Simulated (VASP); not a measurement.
# HfZr2Se4 (Cmmm) in VASP: density of states with PBE

Aim: the density of states of HfZr2Se4 with PBE.

Everything below comes from runs of VASP 6.6.1. Logs are shortened: lines on timing, memory, paths and dates and some standing lists are left out, and cuts for length are marked.

## 1. The crystal as given

Symmetry: Cmmm, No. 65, orthorhombic system. Conventional cell: a = 7.786 Å, b = 10.664 Å, c = 3.785 Å, α = 90.00°, β = 90.00°, γ = 90.00°. Around Zr (site symmetry 2/m) lie 6 Se at 2.67 to 2.72 Å. Hf (site symmetry mmm) has 6 Se at 2.73 to 2.79 Å as nearest neighbours. Se (site symmetry m2m) has 4 Zr at 2.72 Å and 1 Hf at 2.79 Å as nearest neighbours. Se (site symmetry 2mm) is surrounded by 2 Zr at 2.67 Å and 2 Hf at 2.73 Å.

The cell was built by a generator and needn't be a form met in nature.

## 2. Density of states, PBE

File POSCAR:

```
HfZr2Se4
1.0
    3.8929100000     -5.3320200000      0.0000000000
    3.8929100000      5.3320200000      0.0000000000
    0.0000000000      0.0000000000      3.7850600000
Zr Hf Se
2 1 4
Direct
    0.5000000000      0.0000000000      0.5000000000
    0.0000000000      0.5000000000      0.5000000000
    0.0000000000      0.0000000000      0.0000000000
    0.2617940000      0.7382060000      0.0000000000
    0.7382060000      0.2617940000      0.0000000000
    0.2531020000      0.2531020000      0.5000000000
    0.7468980000      0.7468980000      0.5000000000
```

File INCAR.step1:

```
ALGO = Normal ; EDIFF = 1E-7
ENCUT = 520 ; GGA = PE
ISIF = 2 ; ISMEAR = 0
KPAR = 4 ; LASPH = T
LCHARG = T ; LMAXMIX = 4
LREAL = F ; LWAVE = F
NBANDS = 38 ; NELM = 100
PREC = Accurate ; SIGMA = 0.1
```

File KPOINTS.step1:

```
k-points
0
Gamma
  6 6 8
```

File INCAR.step2:

```
ALGO = Normal ; EDIFF = 1E-7
ENCUT = 520 ; GGA = PE
ICHARG = 11 ; ISIF = 2
ISMEAR = -5 ; KPAR = 4
LASPH = T ; LCHARG = F
LMAXMIX = 4 ; LORBIT = 11
LREAL = F ; LWAVE = F
NBANDS = 38 ; NEDOS = 1001
NELM = 100 ; PREC = Accurate
SIGMA = 0.1
```

File KPOINTS.step2:

```
k-points
0
Gamma
  9 9 12
```

Potentials or basis: VASP PAW PBE potentials, release 64 (Zr_sv, Hf_pv, Se).

Run with:

```console
cat potpaw_PBE.64/Zr_sv/POTCAR potpaw_PBE.64/Hf_pv/POTCAR potpaw_PBE.64/Se/POTCAR > POTCAR
cp INCAR.step1 INCAR
cp KPOINTS.step1 KPOINTS
mpirun -np 4 vasp_std > vasp.out
cp INCAR.step2 INCAR
cp KPOINTS.step2 KPOINTS
mpirun -np 4 vasp_std > vasp.out
```

OUTCAR:

```text
EDIFF = 1E-7
   ENCUT = 520
   GGA = PE
   ICHARG = 11
   ISIF = 2
   ISMEAR = -5
   LASPH = T
   LORBIT = 11
   LREAL = F
   NELM = 100
   PREC = Accurate

 ion  position               nearest neighbor table
   1  0.500  0.000  0.500-   6 2.67   7 2.67   4 2.72   5 2.72   4 2.72   5 2.72   3 3.80   3 3.80
                             3 3.80   3 3.80   2 3.89   2 3.89
   2  0.000  0.500  0.500-   6 2.67   7 2.67   4 2.72   5 2.72   4 2.72   5 2.72   3 3.80   3 3.80
                             3 3.80   3 3.80   1 3.89   1 3.89
   3  0.000  0.000  0.000-   6 2.73   7 2.73   6 2.73   7 2.73   4 2.79   5 2.79   1 3.80   2 3.80
                             1 3.80   2 3.80   2 3.80   2 3.80   1 3.80   1 3.80
   4  0.262  0.738  0.000-   1 2.72   2 2.72   1 2.72   2 2.72   3 2.79
   5  0.738  0.262  0.000-   1 2.72   2 2.72   1 2.72   2 2.72   3 2.79
   6  0.253  0.253  0.500-   1 2.67   2 2.67   3 2.73   3 2.73
   7  0.747  0.747  0.500-   1 2.67   2 2.67   3 2.73   3 2.73

  LATTYP: Found a base centered orthorhombic cell.
 ALAT       =     7.7858200000
 B/A-ratio  =     1.3696746136
 C/A-ratio  =     0.4861478945

  Lattice vectors:

 A1 = (   3.8929100000,  -5.3320200000,   0.0000000000)
 A2 = (   3.8929100000,   5.3320200000,   0.0000000000)
 A3 = (   0.0000000000,   0.0000000000,   3.7850600000)

Analysis of symmetry for initial positions (statically):
=====================================================================
 Subroutine PRICEL returns:
 Original cell was already a primitive cell.

 Routine SETGRP: Setting up the symmetry group for a
 base centered orthorhombic supercell.

 Subroutine GETGRP returns: Found  8 space group operations
 (whereof  8 operations were pure point group operations)
 out of a pool of  8 trial point group operations.

The static configuration has the point symmetry D_2h.

Analysis of symmetry for dynamics (positions and initial velocities):
=====================================================================
 Subroutine PRICEL returns:
 Original cell was already a primitive cell.

 Routine SETGRP: Setting up the symmetry group for a
 base centered orthorhombic supercell.

 Subroutine GETGRP returns: Found  8 space group operations
 (whereof  8 operations were pure point group operations)
 out of a pool of  8 trial point group operations.

The dynamic configuration has the point symmetry D_2h.

 Subroutine INISYM returns: Found  8 space group operations
 (whereof  8 operations are pure point group operations),
 and found     1 'primitive' translations

----------------------------------------------------------------------------------------

                                     Primitive cell

  volume of cell :     157.1335

  direct lattice vectors                    reciprocal lattice vectors
     3.892910000 -5.332020000  0.000000000     0.128438623 -0.093773092  0.000000000
     3.892910000  5.332020000  0.000000000     0.128438623  0.093773092  0.000000000
     0.000000000  0.000000000  3.785060000     0.000000000  0.000000000  0.264196605

  length of vectors
     6.601907720  6.601907720  3.785060000     0.159027899  0.159027899  0.264196605

  position of ions in fractional coordinates (direct lattice)
     0.500000000  0.000000000  0.500000000
     0.000000000  0.500000000  0.500000000
     0.000000000  0.000000000  0.000000000
     0.261794000  0.738206000  0.000000000
     0.738206000  0.261794000  0.000000000
     0.253102000  0.253102000  0.500000000
     0.746898000  0.746898000  0.500000000

  ion indices of the primitive-cell ions
   primitive index   ion index
                 1           1
                 2           2
                 3           3
                 4           4
                 5           5
                 6           6
                 7           7

----------------------------------------------------------------------------------------

 KPOINTS: k-points

Automatic generation of k-mesh.
 Grid dimensions read from file:
 generate k-points for:    9    9   12

 Generating k-lattice:

  Cartesian coordinates                     Fractional coordinates (reciprocal lattice)
     0.014270958 -0.010419232  0.000000000     0.111111111  0.000000000  0.000000000
     0.014270958  0.010419232  0.000000000     0.000000000  0.111111111  0.000000000
     0.000000000  0.000000000  0.022016384     0.000000000  0.000000000  0.083333333

  Length of vectors
     0.017669767  0.017669767  0.022016384

  Shift w.r.t. Gamma in fractional coordinates (k-lattice)
     0.000000000  0.000000000  0.000000000

 TETIRR: Found   1458 inequivalent tetrahedra from     5832

 Subroutine IBZKPT returns following result:
 ===========================================

 Found    175 irreducible k-points:

 Following reciprocal coordinates:
            Coordinates               Weight
  0.000000  0.000000  0.000000      1.000000
  0.111111  0.000000  0.000000      4.000000
  0.222222  0.000000  0.000000      4.000000
  0.333333  0.000000  0.000000      4.000000
  0.444444  0.000000  0.000000      4.000000
  0.111111  0.111111  0.000000      2.000000
[... 16 lines left out ...]
 -0.333333  0.333333  0.000000      2.000000
  0.444444  0.444444  0.000000      2.000000
 [... further k-points ...]
   k-points           NKPTS =    175   k-points in BZ     NKDIM =    175   number of bands    NBANDS=     38
   number of dos      NEDOS =   1001   number of ions     NIONS =      7
   total plane-waves  NPLWV =  70000
   dimension x,y,z NGX =    50 NGY =   50 NGZ =   28
   dimension x,y,z NGXF=   100 NGYF=  100 NGZF=   56
   ions per type =               2   1   4
   NGX,Y,Z   is equivalent  to a cutoff of  12.59, 12.59, 12.30 a.u.
   NGXF,Y,Z  is equivalent  to a cutoff of  25.18, 25.18, 24.60 a.u.
 SYSTEM =  unknown system
   PREC   = accura    normal or accurate (medium, high low for compatibility)
   ISTART =      0    job   : 0-new  1-cont  2-samecut
   ICHARG =     11    charge: 1-file 2-atom 10-const
   ISPIN  =      1    spin polarized calculation?
   LNONCOLLINEAR =      F non collinear calculations
   LSORBIT =      F    spin-orbit coupling
   LASPH  =      T    aspherical Exc in radial PAW
   ENCUT  =  520.0 eV  38.22 Ry    6.18 a.u.  12.28 12.28  7.04*2*pi/ulx,y,z
   NELM   =    100;   NELMIN=  2; NELMDL=  0     # of ELM steps
   EDIFF  = 0.1E-06   stopping-criterion for ELM
   LREAL  =      F    real-space projection
   EDIFFG = 0.1E-05   stopping-criterion for IOM
   NSW    =      0    number of steps for IOM
   IBRION =     -1    ionic relax: 0-MD 1-quasi-New 2-CG
   NFREE  =      0    steps in history (QN), initial steepest desc. (CG)
   ISIF   =      2    stress and relaxation
   ISYM   =      2    0-nonsym 1-usesym 2-fastsym
   POTIM  = 0.5000    time-step for ionic-motion
   TEBEG  =    0.0;   TEEND  =   0.0 temperature during run
   PSTRESS=    0.0 pullay stress
   NELECT =      58.0000    total number of electrons
   NUPDOWN=      -1.0000    fix difference up-down
   EMIN   =  10.00;   EMAX   =-10.00  energy-range for DOS
   EFERMI =   0.00;   METHOD = LEGACY
   ISMEAR =    -5;   SIGMA  =   0.10  broadening in eV -4-tet -1-fermi 0-gaus
   EFERMI_NEDOS =   21; number of points for ismear=-14 and -15
   IALGO  =     38    algorithm
   IMIX   =      4    mixing-type and parameters
     AMIX     =   0.40;   BMIX     =  1.00
     AMIX_MAG =   1.60;   BMIX_MAG =  1.00
  volume/ion in A,a.u.               =      22.45       151.48
  Fermi-wavevector in a.u.,A,eV,Ry     =   1.174342  2.219184 18.763505  1.379079
  Thomas-Fermi vector in A             =   2.310740
   LORBIT       =     11    0 simple, 1 ext, 2 COOP (PROOUT), +10 PAW based schemes
   GGA     = PE    functional components
   LHFCALC =     F    Hartree Fock is set to
   AEXX    =    0.0000 exact exchange contribution
   IVDW    =     0    specifies the selected vdW correction
   LEPSILON=     F    determine dielectric tensor
   LRPA    =     F    only Hartree local field effects (RPA)
 non-spin polarized calculation
 Fermi weights with tetrahedron method with Bloechl corrections
  energy-cutoff  :      520.00
  volume of cell :      157.13
 maximum number of plane-waves:      4269
 NGX is ok and might be reduce to    50

 number of electron      57.9999999 magnetization

 Free energy of the ion-electron system (eV)
  ---------------------------------------------------
  ext. energy  EPLUGINS =         0.00000000
  ---------------------------------------------------
  free energy    TOTEN  =       -49.74459842 eV

  energy without entropy =      -49.74459842  energy(sigma->0) =      -49.74459842

 E-fermi :   6.9275     XC(G=0): -10.3340

 val. band max:        7.0469662232   @ k =   0.4444   0.2222   0.2500
 cond. band min:       6.8230918304   @ k =   0.4444   0.3333   0.2500
 fundamental gap:     -0.2238743928
 Fermi energy:         6.9274830179

 k-point     1 :       0.0000    0.0000    0.0000
  band No.  band energies     occupation
      1     -43.1871      2.00000
      2     -43.1826      2.00000
      3     -25.0510      2.00000
      4     -25.0424      2.00000
      5     -25.0165      2.00000
      6     -21.3727      2.00000
[... 30 lines left out ...]
     37       9.1541      0.00000
     38       9.1679      0.00000

 k-point     2 :       0.1111    0.0000    0.0000
  band No.  band energies     occupation
      1     -43.1869      2.00000
      2     -43.1827      2.00000
      3     -25.0510      2.00000
      4     -25.0424      2.00000
      5     -25.0165      2.00000
      6     -21.3698      2.00000
[... 30 lines left out ...]
     37       9.1266      0.00000
     38       9.2133      0.00000
[... 859 lines left out ...]
     37       8.5878      0.00000
     38       8.8719      0.00000

 k-point    24 :       0.4444    0.4444    0.0000
  band No.  band energies     occupation
      1     -43.1870      2.00000
      2     -43.1827      2.00000
      3     -25.0509      2.00000
      4     -25.0417      2.00000
      5     -25.0154      2.00000
      6     -21.3741      2.00000
[... 30 lines left out ...]
     37       8.6807      0.00000
     38       8.6963      0.00000

 [... further k-points ...]
[... 5 lines left out ...]
  --------------------------------------------------------------------------------------
  -------------------------------------------------------------------------------------
  Total        0.2490625     -0.3734310     -0.1254109     -0.0000000      0.0000000      0.0000000
  in kB        2.5395109     -3.8076065     -1.2787246     -0.0000000      0.0000000      0.0000000
  external PRESSURE =      -0.8489401 kB  Pullay stress =       0.0000000 kB

 VOLUME and BASIS-vectors are now :
 -----------------------------------------------------------------------------
  energy-cutoff  :      520.00
  volume of cell :      157.13
      direct lattice vectors                 reciprocal lattice vectors
     3.892910000 -5.332020000  0.000000000     0.128438623 -0.093773092  0.000000000
     3.892910000  5.332020000  0.000000000     0.128438623  0.093773092  0.000000000
     0.000000000  0.000000000  3.785060000     0.000000000  0.000000000  0.264196605

 POSITION                                       TOTAL-FORCE (eV/Angst)
 -----------------------------------------------------------------------------------
      1.94646     -2.66601      1.89253        -0.000000     -0.000000     -0.000000
      1.94646      2.66601      1.89253        -0.000000     -0.000000     -0.000000
      0.00000      0.00000      0.00000        -0.000000     -0.000000     -0.000000
      3.89291      2.54024      0.00000         0.000000     -0.010629      0.000000
      3.89291     -2.54024      0.00000         0.000000      0.010629     -0.000000
      1.97061      0.00000      1.89253         0.009221     -0.000000     -0.000000
      5.81521      0.00000      1.89253        -0.009221     -0.000000     -0.000000
 -----------------------------------------------------------------------------------
    total drift:                                0.000000     -0.000000      0.000000

  FREE ENERGIE OF THE ION-ELECTRON SYSTEM (eV)
  ---------------------------------------------------
  free  energy   TOTEN  =       -49.7445984234 eV

  energy  without entropy=      -49.7445984234  energy(sigma->0) =      -49.74459842

 total charge

# of ion       s       p       d       tot
------------------------------------------
    1        2.137   5.971   1.649   9.756
    2        2.137   5.971   1.649   9.756
    3        0.268   6.356   1.548   8.172
    4        1.438   2.451   0.058   3.946
    5        1.438   2.451   0.058   3.946
    6        1.446   2.440   0.048   3.934
    7        1.446   2.440   0.048   3.934
--------------------------------------------------
tot         10.308  28.079   5.057  43.445
```

It took 4.1 min on 4 MPI ranks of Intel Xeon Platinum 8375C at 2.90GHz (Ice Lake), shared host; peak memory 0.95 GiB.

Results:

* Valence electrons inside the program's atomic spheres: Zr 9.76; Hf 8.17; Se 3.95, 3.93

Levels at points of the mesh, in eV from the Fermi level:
| k point | band 26 | band 27 | band 28 | band 29 | band 30 | band 31 | band 32 | band 33 |
| --- | --- | --- | --- | --- | --- | --- | --- | --- |
| (0.00, 0.00, 0.00) | -2.03 | -1.99 | -1.86 | -0.50 | -0.35 | -0.02 | 0.13 | 0.85 |
| (0.00, 0.00, 0.50) | -4.04 | -3.48 | 0.39 | 0.73 | 0.75 | 0.76 | 1.07 | 1.29 |

States per cell in windows of 0.5 eV (zero at the Fermi level; states under -8 eV left out):
```tsv
from (eV)	total	Zr1_d	Zr2_d	Hf3_d	Se4_p	Se5_p	Se6_p
-8.0	0.00	0.00	0.00	0.00	0.00	0.00	0.00
-7.5	0.01	0.00	0.00	0.00	0.00	0.00	0.00
-7.0	0.59	0.01	0.01	0.01	0.06	0.06	0.03
-6.5	2.43	0.07	0.07	0.04	0.25	0.25	0.14
-6.0	2.48	0.07	0.07	0.04	0.25	0.25	0.17
-5.5	2.94	0.11	0.11	0.06	0.36	0.36	0.18
-5.0	4.90	0.34	0.34	0.11	0.55	0.55	0.40
-4.5	3.09	0.13	0.13	0.17	0.28	0.28	0.34
-4.0	4.01	0.10	0.10	0.38	0.34	0.34	0.50
-3.5	2.20	0.05	0.05	0.09	0.18	0.18	0.32
-3.0	1.41	0.04	0.04	0.04	0.08	0.08	0.25
-2.5	0.31	0.01	0.01	0.01	0.02	0.02	0.05
-2.0	0.36	0.06	0.06	0.03	0.01	0.01	0.01
-1.5	0.77	0.13	0.13	0.08	0.02	0.02	0.01
-1.0	1.09	0.19	0.19	0.14	0.03	0.03	0.02
-0.5	1.81	0.32	0.32	0.31	0.04	0.04	0.03
0.0	1.90	0.37	0.37	0.33	0.03	0.03	0.03
0.5	3.63	0.89	0.89	0.34	0.06	0.06	0.06
1.0	3.87	1.04	1.04	0.37	0.06	0.06	0.05
1.5	4.54	1.08	1.08	0.85	0.07	0.07	0.06
2.0	3.71	0.65	0.65	1.19	0.06	0.06	0.04
2.5	0.37	0.08	0.08	0.06	0.01	0.01	0.01
3.0	0.00	0.00	0.00	0.00	0.00	0.00	0.00
3.5	0.00	0.00	0.00	0.00	0.00	0.00	0.00
4.0	0.00	0.00	0.00	0.00	0.00	0.00	0.00
4.5	0.00	0.00	0.00	0.00	0.00	0.00	0.00
```

Caveat: tetrahedron occupations give inexact forces and stress in metals. Spin-orbit coupling is left out, which matters for the levels of Hf.
